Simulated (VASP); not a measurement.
# Ca3Lu (Pm-3m) in VASP: reference runs

How does Ca3Lu come out in PBE? The cell is run as given and disturbed.

Program: VASP 6.6.1. These are calculated values, not measurements. Logs are shortened: lines on timing, memory, paths and dates and some standing lists are left out, and cuts for length are marked.

## (1) The crystal as given

Symmetry: Pm-3m, No. 221, cubic system. Conventional cell: a = 5.362 Å, b = 5.362 Å, c = 5.362 Å, α = 90.00°, β = 90.00°, γ = 90.00°. Around Lu (site symmetry m-3m) lie 12 Ca at 3.79 Å. Ca (site symmetry 4/mmm) is surrounded by 4 Lu at 3.79 Å and 8 Ca at 3.79 Å.

The cell comes from a database or a generator and needn't be the stable form of this composition.

## (2) Single point, PBE

Contents of INCAR:

```
  PREC = Accurate
  ENCUT = 520
  EDIFF = 1E-7
  ISMEAR = -1
  SIGMA = 0.05
  LREAL = F
  LASPH = T
  NELM = 60
  ALGO = Normal
  ISIF = 2
  LWAVE = F
  LCHARG = T
  GGA = PE
  LELF = T
  LVHAR = T
  NBANDS = 36
```

Contents of KPOINTS:

```
regular mesh
0
Gamma
  5 5 5
```

Contents of POSCAR:

```
Ca3Lu
1.0
    5.3617750000      0.0000000000      0.0000000000
    0.0000000000      5.3617750000      0.0000000000
    0.0000000000      0.0000000000      5.3617750000
Lu Ca
1 3
Direct
    0.5000000000      0.5000000000      0.5000000000
    0.0000000000      0.0000000000      0.5000000000
    0.0000000000      0.5000000000      0.0000000000
    0.5000000000      0.0000000000      0.0000000000
```

Potentials or basis: VASP PAW PBE potentials, release 64 (Lu, Ca_sv).

The run is started by

```sh
cat potpaw_PBE.64/Lu/POTCAR potpaw_PBE.64/Ca_sv/POTCAR > POTCAR
mpirun -np 1 vasp_std > vasp.out
```

OUTCAR:

```text
PREC = Accurate
   ENCUT = 520
   EDIFF = 1E-7
   ISMEAR = -1
   LREAL = F
   LASPH = T
   NELM = 60
   ISIF = 2
   GGA = PE

 ion  position               nearest neighbor table
   1  0.500  0.500  0.500-
   2  0.000  0.000  0.500-
   3  0.000  0.500  0.000-
   4  0.500  0.000  0.000-

  LATTYP: Found a simple cubic cell.
 ALAT       =     5.3617750000

  Lattice vectors:

 A1 = (   5.3617750000,   0.0000000000,   0.0000000000)
 A2 = (   0.0000000000,   5.3617750000,   0.0000000000)
 A3 = (   0.0000000000,   0.0000000000,   5.3617750000)

Analysis of symmetry for initial positions (statically):
=====================================================================
 Subroutine PRICEL returns:
 Original cell was already a primitive cell.

 Routine SETGRP: Setting up the symmetry group for a
 simple cubic supercell.

 Subroutine GETGRP returns: Found 48 space group operations
 (whereof 48 operations were pure point group operations)
 out of a pool of 48 trial point group operations.

The static configuration has the point symmetry O_h .

Analysis of symmetry for dynamics (positions and initial velocities):
=====================================================================
 Subroutine PRICEL returns:
 Original cell was already a primitive cell.

 Routine SETGRP: Setting up the symmetry group for a
 simple cubic supercell.

 Subroutine GETGRP returns: Found 48 space group operations
 (whereof 48 operations were pure point group operations)
 out of a pool of 48 trial point group operations.

The dynamic configuration has the point symmetry O_h .

 Subroutine INISYM returns: Found 48 space group operations
 (whereof 48 operations are pure point group operations),
 and found     1 'primitive' translations

----------------------------------------------------------------------------------------

                                     Primitive cell

  volume of cell :     154.1437

  direct lattice vectors                    reciprocal lattice vectors
     5.361775000  0.000000000  0.000000000     0.186505402  0.000000000  0.000000000
     0.000000000  5.361775000  0.000000000     0.000000000  0.186505402  0.000000000
     0.000000000  0.000000000  5.361775000     0.000000000  0.000000000  0.186505402

  length of vectors
     5.361775000  5.361775000  5.361775000     0.186505402  0.186505402  0.186505402

  position of ions in fractional coordinates (direct lattice)
     0.500000000  0.500000000  0.500000000
     0.000000000  0.000000000  0.500000000
     0.000000000  0.500000000  0.000000000
     0.500000000  0.000000000  0.000000000

  ion indices of the primitive-cell ions
   primitive index   ion index
                 1           1
                 2           2
                 3           3
                 4           4

----------------------------------------------------------------------------------------

 KPOINTS: regular mesh

Automatic generation of k-mesh.
 Grid dimensions read from file:
 generate k-points for:    5    5    5

 Generating k-lattice:

  Cartesian coordinates                     Fractional coordinates (reciprocal lattice)
     0.037301080  0.000000000  0.000000000     0.200000000  0.000000000  0.000000000
     0.000000000  0.037301080  0.000000000     0.000000000  0.200000000  0.000000000
     0.000000000  0.000000000  0.037301080     0.000000000  0.000000000  0.200000000

  Length of vectors
     0.037301080  0.037301080  0.037301080

  Shift w.r.t. Gamma in fractional coordinates (k-lattice)
     0.000000000  0.000000000  0.000000000

 Subroutine IBZKPT returns following result:
 ===========================================

 Found     10 irreducible k-points:

 Following reciprocal coordinates:
            Coordinates               Weight
  0.000000  0.000000  0.000000      1.000000
  0.200000  0.000000  0.000000      6.000000
  0.400000  0.000000  0.000000      6.000000
  0.200000  0.200000  0.000000     12.000000
  0.400000  0.200000  0.000000     24.000000
  0.400000  0.400000  0.000000     12.000000
  0.200000  0.200000  0.200000      8.000000
  0.400000  0.200000  0.200000     24.000000
  0.400000  0.400000  0.200000     24.000000
  0.400000  0.400000  0.400000      8.000000
   k-points           NKPTS =     10   k-points in BZ     NKDIM =     10   number of bands    NBANDS=     36
   number of dos      NEDOS =    301   number of ions     NIONS =      4
   total plane-waves  NPLWV =  64000
   dimension x,y,z NGX =    40 NGY =   40 NGZ =   40
   dimension x,y,z NGXF=    80 NGYF=   80 NGZF=   80
   ions per type =               1   3
   NGX,Y,Z   is equivalent  to a cutoff of  12.40, 12.40, 12.40 a.u.
   NGXF,Y,Z  is equivalent  to a cutoff of  24.80, 24.80, 24.80 a.u.
 SYSTEM =  unknown system
   PREC   = accura    normal or accurate (medium, high low for compatibility)
   ISTART =      0    job   : 0-new  1-cont  2-samecut
   ICHARG =      2    charge: 1-file 2-atom 10-const
   ISPIN  =      1    spin polarized calculation?
   LNONCOLLINEAR =      F non collinear calculations
   LSORBIT =      F    spin-orbit coupling
   LASPH  =      T    aspherical Exc in radial PAW
   ENCUT  =  520.0 eV  38.22 Ry    6.18 a.u.   9.97  9.97  9.97*2*pi/ulx,y,z
   NELM   =     60;   NELMIN=  2; NELMDL= -5     # of ELM steps
   EDIFF  = 0.1E-06   stopping-criterion for ELM
   LREAL  =      F    real-space projection
   EDIFFG = 0.1E-05   stopping-criterion for IOM
   NSW    =      0    number of steps for IOM
   IBRION =     -1    ionic relax: 0-MD 1-quasi-New 2-CG
   NFREE  =      0    steps in history (QN), initial steepest desc. (CG)
   ISIF   =      2    stress and relaxation
   ISYM   =      2    0-nonsym 1-usesym 2-fastsym
   POTIM  = 0.5000    time-step for ionic-motion
   TEBEG  =    0.0;   TEEND  =   0.0 temperature during run
   PSTRESS=    0.0 pullay stress
   NELECT =      55.0000    total number of electrons
   NUPDOWN=      -1.0000    fix difference up-down
   EMIN   =  10.00;   EMAX   =-10.00  energy-range for DOS
   EFERMI =   0.00;   METHOD = LEGACY
   ISMEAR =    -1;   SIGMA  =   0.05  broadening in eV -4-tet -1-fermi 0-gaus
   EFERMI_NEDOS =   21; number of points for ismear=-14 and -15
   IALGO  =     38    algorithm
   IMIX   =      4    mixing-type and parameters
     AMIX     =   0.40;   BMIX     =  1.00
     AMIX_MAG =   1.60;   BMIX_MAG =  1.00
  volume/ion in A,a.u.               =      38.54       260.05
  Fermi-wavevector in a.u.,A,eV,Ry     =   1.161147  2.194249 18.344218  1.348262
  Thomas-Fermi vector in A             =   2.297722
   LORBIT       =      0    0 simple, 1 ext, 2 COOP (PROOUT), +10 PAW based schemes
   GGA     = PE    functional components
   LHFCALC =     F    Hartree Fock is set to
   AEXX    =    0.0000 exact exchange contribution
   IVDW    =     0    specifies the selected vdW correction
   LEPSILON=     F    determine dielectric tensor
   LRPA    =     F    only Hartree local field effects (RPA)
 non-spin polarized calculation
  energy-cutoff  :      520.00
  volume of cell :      154.14
 maximum number of plane-waves:      4166
 NGX is ok and might be reduce to    40
   NGX = 19   NGY = 19   NGZ = 19

 number of electron      55.0000006 magnetization

 Free energy of the ion-electron system (eV)
  ---------------------------------------------------
  ext. energy  EPLUGINS =         0.00000000
  ---------------------------------------------------
  free energy    TOTEN  =        -9.72038583 eV

  energy without entropy =       -9.66952444  energy(sigma->0) =       -9.69495514

 E-fermi :   2.0726     XC(G=0):  -8.3774

 val. band max:        2.0713643298   @ k =   0.4000   0.4000   0.4000
 cond. band min:       2.0843165906   @ k =   0.4000   0.0000   0.0000
 fundamental gap:      0.0129522607
 Fermi energy:         2.0726464048

 k-point     1 :       0.0000    0.0000    0.0000
  band No.  band energies     occupation
      1     -55.3748      2.00000
      2     -39.6030      2.00000
      3     -39.5822      2.00000
      4     -39.5822      2.00000
      5     -25.9767      2.00000
      6     -25.9767      2.00000
[... 28 lines left out ...]
     35       4.4111      0.00000
     36       4.4111      0.00000

 k-point     2 :       0.2000    0.0000    0.0000
  band No.  band energies     occupation
      1     -55.3748      2.00000
      2     -39.6013      2.00000
      3     -39.5840      2.00000
      4     -39.5822      2.00000
      5     -25.9770      2.00000
      6     -25.9766      2.00000
[... 28 lines left out ...]
     35       4.5218      0.00000
     36       4.5218      0.00000

 k-point     3 :       0.4000    0.0000    0.0000
  band No.  band energies     occupation
      1     -55.3748      2.00000
      2     -39.5972      2.00000
      3     -39.5880      2.00000
      4     -39.5822      2.00000
      5     -25.9774      2.00000
      6     -25.9765      2.00000
[... 28 lines left out ...]
     35       4.5607      0.00000
     36       4.8438      0.00000

 k-point     4 :       0.2000    0.2000    0.0000
  band No.  band energies     occupation
      1     -55.3748      2.00000
      2     -39.5997      2.00000
      3     -39.5846      2.00000
      4     -39.5832      2.00000
      5     -25.9771      2.00000
      6     -25.9768      2.00000
[... 28 lines left out ...]
     35       4.5152      0.00000
     36       4.6302      0.00000

 k-point     5 :       0.4000    0.2000    0.0000
  band No.  band energies     occupation
      1     -55.3748      2.00000
      2     -39.5959      2.00000
      3     -39.5880      2.00000
      4     -39.5835      2.00000
      5     -25.9774      2.00000
      6     -25.9769      2.00000
[... 28 lines left out ...]
     35       4.3492      0.00000
     36       4.8260      0.00000

 k-point     6 :       0.4000    0.4000    0.0000
  band No.  band energies     occupation
      1     -55.3748      2.00000
      2     -39.5925      2.00000
      3     -39.5885      2.00000
      4     -39.5864      2.00000
      5     -25.9776      2.00000
      6     -25.9775      2.00000
[... 28 lines left out ...]
     35       3.9796      0.00000
     36       4.4606      0.00000

 k-point     7 :       0.2000    0.2000    0.2000
  band No.  band energies     occupation
      1     -55.3748      2.00000
      2     -39.5982      2.00000
      3     -39.5846      2.00000
      4     -39.5846      2.00000
      5     -25.9770      2.00000
      6     -25.9770      2.00000
[... 28 lines left out ...]
     35       4.5892      0.00000
     36       4.5892      0.00000

 k-point     8 :       0.4000    0.2000    0.2000
  band No.  band energies     occupation
      1     -55.3748      2.00000
      2     -39.5947      2.00000
      3     -39.5881      2.00000
      4     -39.5846      2.00000
      5     -25.9775      2.00000
      6     -25.9770      2.00000
[... 28 lines left out ...]
     35       4.4355      0.00000
     36       4.6393      0.00000

 k-point     9 :       0.4000    0.4000    0.2000
  band No.  band energies     occupation
      1     -55.3748      2.00000
      2     -39.5919      2.00000
      3     -39.5884      2.00000
      4     -39.5870      2.00000
      5     -25.9777      2.00000
      6     -25.9776      2.00000
[... 28 lines left out ...]
     35       4.2272      0.00000
     36       4.3531      0.00000

 k-point    10 :       0.4000    0.4000    0.4000
  band No.  band energies     occupation
      1     -55.3748      2.00000
      2     -39.5904      2.00000
      3     -39.5884      2.00000
      4     -39.5884      2.00000
      5     -25.9778      2.00000
      6     -25.9778      2.00000
[... 28 lines left out ...]
     35       4.3164      0.00000
     36       4.3191      0.00000

------------------------ aborting loop because EDIFF is reached ----------------------------------------

  FORCE on cell =-STRESS in cart. coord.  units (eV):
  Direction    XX          YY          ZZ          XY          YZ          ZX
  --------------------------------------------------------------------------------------
  -------------------------------------------------------------------------------------
  Total        0.0073711      0.0073711      0.0073711      0.0000000     -0.0000000      0.0000000
  in kB        0.0766156      0.0766156      0.0766156      0.0000000     -0.0000000      0.0000000
  external PRESSURE =       0.0766156 kB  Pullay stress =       0.0000000 kB

 VOLUME and BASIS-vectors are now :
 -----------------------------------------------------------------------------
  energy-cutoff  :      520.00
  volume of cell :      154.14
      direct lattice vectors                 reciprocal lattice vectors
     5.361775000  0.000000000  0.000000000     0.186505402  0.000000000  0.000000000
     0.000000000  5.361775000  0.000000000     0.000000000  0.186505402  0.000000000
     0.000000000  0.000000000  5.361775000     0.000000000  0.000000000  0.186505402

 POSITION                                       TOTAL-FORCE (eV/Angst)
 -----------------------------------------------------------------------------------
      2.68089      2.68089      2.68089         0.000000      0.000000      0.000000
      0.00000      0.00000      2.68089         0.000000      0.000000      0.000000
      0.00000      2.68089      0.00000         0.000000      0.000000      0.000000
      2.68089      0.00000      0.00000         0.000000      0.000000      0.000000
 -----------------------------------------------------------------------------------
    total drift:                               -0.000000      0.000000     -0.000000

  FREE ENERGIE OF THE ION-ELECTRON SYSTEM (eV)
  ---------------------------------------------------
  free  energy   TOTEN  =        -9.7203858323 eV

  energy  without entropy=       -9.6695244412  energy(sigma->0) =       -9.69495514
```

Wall time 40 s (1 thread of Intel Xeon Platinum 8488C (Sapphire Rapids), shared host); peak memory 0.26 GiB.

Results:

- Free energy: -9.7204 eV
- Pressure: 0.0 GPa
- Band gap on the k mesh: none (metal or under the smearing width)

Spin-orbit coupling is left out, which matters for the levels of Lu.

[end of part 1 of 2]
